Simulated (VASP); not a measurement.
Output of a VASP run:

**OUTCAR**
```
 ion  position               nearest neighbor table
   1  0.333  0.667  0.250-   2 2.71   2 2.71   2 2.71   2 2.71   2 2.71   2 2.71
   2  0.667  0.333  0.750-   1 2.71   1 2.71   1 2.71   1 2.71   1 2.71   1 2.71
  LATTYP: Found a hexagonal cell.
 ALAT       =     2.7755036057
 C/A-ratio  =     1.5758548337
 Subroutine PRICEL returns:
 Original cell was already a primitive cell.
 Subroutine GETGRP returns: Found 24 space group operations
The static configuration has the point symmetry D_3d.
 The point group associated with its full space group is D_6h.
The dynamic configuration has the point symmetry D_3d.
 Subroutine INISYM returns: Found 24 space group operations
 Subroutine IBZKPT returns following result:
 Found    135 irreducible k-points:

 Following reciprocal coordinates:
            Coordinates               Weight
  0.000000  0.000000  0.000000      1.000000
  0.066667 -0.000000  0.000000      6.000000
  0.133333  0.000000  0.000000      6.000000
  0.200000  0.000000  0.000000      6.000000
  0.266667  0.000000  0.000000      6.000000
  0.333333  0.000000  0.000000      6.000000
  0.400000  0.000000  0.000000      6.000000
  0.466667  0.000000  0.000000      6.000000
  0.066667  0.066667  0.000000      6.000000
  0.133333  0.066667  0.000000     12.000000
  0.200000  0.066667  0.000000     12.000000
  0.266667  0.066667  0.000000     12.000000
  0.333333  0.066667  0.000000     12.000000
  0.400000  0.066667  0.000000     12.000000
  0.466667  0.066667  0.000000      6.000000
  0.133333  0.133333  0.000000      6.000000
  0.200000  0.133333  0.000000     12.000000
  0.266667  0.133333  0.000000     12.000000
  0.333333  0.133333  0.000000     12.000000
  0.400000  0.133333  0.000000     12.000000
  0.200000  0.200000  0.000000      6.000000
  0.266667  0.200000  0.000000     12.000000
  0.333333  0.200000  0.000000     12.000000
  0.400000  0.200000  0.000000      6.000000
  0.266667  0.266667  0.000000      6.000000
  0.333333  0.266667  0.000000     12.000000
  0.333333  0.333333  0.000000      2.000000
  0.000000  0.000000  0.111111      2.000000
  0.066667 -0.000000  0.111111     12.000000
  0.133333  0.000000  0.111111     12.000000
  0.200000  0.000000  0.111111     12.000000
  0.266667  0.000000  0.111111     12.000000
  0.333333  0.000000  0.111111     12.000000
  0.400000  0.000000  0.111111     12.000000
  0.466667  0.000000  0.111111     12.000000
  0.066667  0.066667  0.111111     12.000000
  0.133333  0.066667  0.111111     24.000000
  0.200000  0.066667  0.111111     24.000000
  0.266667  0.066667  0.111111     24.000000
  0.333333  0.066667  0.111111     24.000000
   k-points           NKPTS =    135   k-points in BZ     NKDIM =    135   number of bands    NBANDS=     18
   number of dos      NEDOS =    301   number of ions     NIONS =      2
   total plane-waves  NPLWV =  20736
   dimension x,y,z NGX =    24 NGY =   24 NGZ =   36
   dimension x,y,z NGXF=    48 NGYF=   48 NGZF=   72
   ions per type =               2
   PREC   = accura    normal or accurate (medium, high low for compatibility)
   ISTART =      0    job   : 0-new  1-cont  2-samecut
   ICHARG =      2    charge: 1-file 2-atom 10-const
   ISPIN  =      1    spin polarized calculation?
   LNONCOLLINEAR =      F non collinear calculations
   LSORBIT =      F    spin-orbit coupling
   INIWAV =      1    electr: 0-lowe 1-rand  2-diag
   ENCUT  =  520.0 eV  38.22 Ry    6.18 a.u.   5.16  5.16  8.13*2*pi/ulx,y,z
   NELM   =    100;   NELMIN=  2; NELMDL= -5     # of ELM steps
   EDIFF  = 0.1E-06   stopping-criterion for ELM
   LREAL  =      F    real-space projection
   NLSPLINE    = F    spline interpolate recip. space projectors
   LMAXMIX     =    4 max onsite mixed and CHGCAR
   VOSKOWN=      0    Vosko Wilk Nusair interpolation
   EDIFFG = -.1E-01   stopping-criterion for IOM
   NSW    =     30    number of steps for IOM
...
```

### OSZICAR
```
       N       E                     dE             d eps       ncg     rms          rms(c)
DAV:   1     0.284751703077E+03    0.28475E+03   -0.18126E+04  4868   0.171E+03
DAV:   2    -0.130409404533E+02   -0.29779E+03   -0.29252E+03  5148   0.490E+02
DAV:   3    -0.197317993263E+02   -0.66909E+01   -0.64693E+01  5132   0.780E+01
DAV:   4    -0.198018010218E+02   -0.70002E-01   -0.69865E-01  5878   0.702E+00
DAV:   5    -0.198028908730E+02   -0.10899E-02   -0.10898E-02  5264   0.804E-01    0.150E+01
DAV:   6    -0.184612866599E+02    0.13416E+01   -0.40240E+00  4898   0.203E+01    0.331E+00
DAV:   7    -0.183936952783E+02    0.67591E-01   -0.21141E-01  4986   0.414E+00    0.909E-01
DAV:   8    -0.183859990993E+02    0.76962E-02   -0.57157E-03  5158   0.875E-01    0.169E-01
DAV:   9    -0.183859835850E+02    0.15514E-04   -0.52412E-04  6314   0.248E-01    0.451E-02
DAV:  10    -0.183859962238E+02   -0.12639E-04   -0.17942E-05  5350   0.415E-02    0.788E-03
DAV:  11    -0.183859978292E+02   -0.16054E-05   -0.13812E-06  5458   0.104E-02    0.343E-03
DAV:  12    -0.183859973662E+02    0.46300E-06   -0.57312E-08  2694   0.219E-03    0.582E-04
DAV:  13    -0.183859974753E+02   -0.10915E-06   -0.13770E-08  2478   0.108E-03    0.395E-04
DAV:  14    -0.183859974797E+02   -0.43865E-08   -0.43610E-09  2466   0.575E-04
   1 F= -.18385997E+02 E0= -.18385544E+02  d E =-.183860E+02
       N       E                     dE             d eps       ncg     rms          rms(c)
DAV:   1    -0.183864594890E+02   -0.46201E-03   -0.17007E-02  4906   0.113E+00    0.131E-01
DAV:   2    -0.183860833998E+02    0.37609E-03   -0.54356E-04  4908   0.217E-01    0.517E-02
DAV:   3    -0.183860127350E+02    0.70665E-04   -0.23987E-04  5864   0.106E-01    0.117E-02
DAV:   4    -0.183860128838E+02   -0.14875E-06   -0.73819E-06  5894   0.317E-02    0.643E-03
DAV:   5    -0.183860128016E+02    0.82172E-07   -0.77653E-07  5782   0.640E-03
   2 F= -.18386013E+02 E0= -.18385571E+02  d E =-.153219E-04
       N       E                     dE             d eps       ncg     rms          rms(c)
DAV:   1    -0.183860605764E+02   -0.47693E-04   -0.16518E-03  4902   0.353E-01    0.410E-02
DAV:   2    -0.183860234070E+02    0.37169E-04   -0.53225E-05  4904   0.680E-02    0.163E-02
DAV:   3    -0.183860166026E+02    0.68044E-05   -0.23574E-05  5850   0.332E-02    0.359E-03
DAV:   4    -0.183860166206E+02   -0.17912E-07   -0.72840E-07  5628   0.999E-03
   3 F= -.18386017E+02 E0= -.18385571E+02  d E =-.191408E-04
```

**OUTCAR**
```
------------------------ aborting loop because EDIFF is reached ----------------------------------------
  FORCE on cell =-STRESS in cart. coord.  units (eV):
  Direction    XX          YY          ZZ          XY          YZ          ZX
  --------------------------------------------------------------------------------------
  Total       -2.8982229     -2.8982232     -2.9010717      0.0000000      0.0000000      0.0000000
  in kB     -159.1366284   -159.1366476   -159.2930493      0.0000000      0.0000000      0.0000000
  external PRESSURE =    -159.1887751 kB  Pullay stress =       0.0000000 kB
  volume of cell :       29.18
      direct lattice vectors                 reciprocal lattice vectors
     1.387301106 -2.402876147  0.000000000     0.360412024 -0.208083967  0.000000000
     1.387301106  2.402876147 -0.000000000     0.360412024  0.208083967 -0.000000000
     0.000000000  0.000000000  4.376632675     0.000000000  0.000000000  0.228486161
 POSITION                                       TOTAL-FORCE (eV/Angst)
 -----------------------------------------------------------------------------------
      1.38730      0.80096      1.09416        -0.000000     -0.000000      0.000000
      1.38730     -0.80096      3.28247         0.000000      0.000000      0.000000
 -----------------------------------------------------------------------------------
    total drift:                               -0.000000      0.000541     -0.000046
  FREE ENERGIE OF THE ION-ELECTRON SYSTEM (eV)
  ---------------------------------------------------
  free  energy   TOTEN  =       -18.3860166206 eV

  energy  without entropy=      -18.3846792637  energy(sigma->0) =      -18.38557083

 reached required accuracy - stopping structural energy minimisation
```
(Selected blocks of OUTCAR.)

File POSCAR:
```
Ru
1
    1.3877517332    -2.4036566711     0.0000000000
    1.3877517332     2.4036566711     0.0000000000
    0.0000000000     0.0000000000     4.3737907731
Ru
2
Direct
  0.3333330000   0.6666670000   0.2500000000
  0.6666670000   0.3333330000   0.7500000000
```

Question: Reconstruct the remaining input files.

Answer: One answer among several that fit: the input of the run itself, PBE GGA, plane waves, VASP's PBE PAW potentials (set 64).

**KPOINTS**
```
Automatic
0
Gamma
15 15 9
```

INCAR:
```
ALGO = Normal
EDIFF = 1E-7
EDIFFG = -0.01
ENCUT = 520
GGA = PE
IBRION = 2
ISIF = 4
ISMEAR = 1
LASPH = .True.
LCHARG = .False.
LMAXMIX = 4
LREAL = .False.
LWAVE = .False.
NELM = 100
NSW = 30
PREC = Accurate
SIGMA = 0.1
SYSTEM = Ru
```

POTCAR, in this order: Ru_pv (PBE.64 set). Program: vasp_std.

The compound is Ru in the hcp structure. This cell is one point of a volume scan, at 1.06 of the reference volume. Symmetry was kept, so distortions that lower it aren't found.
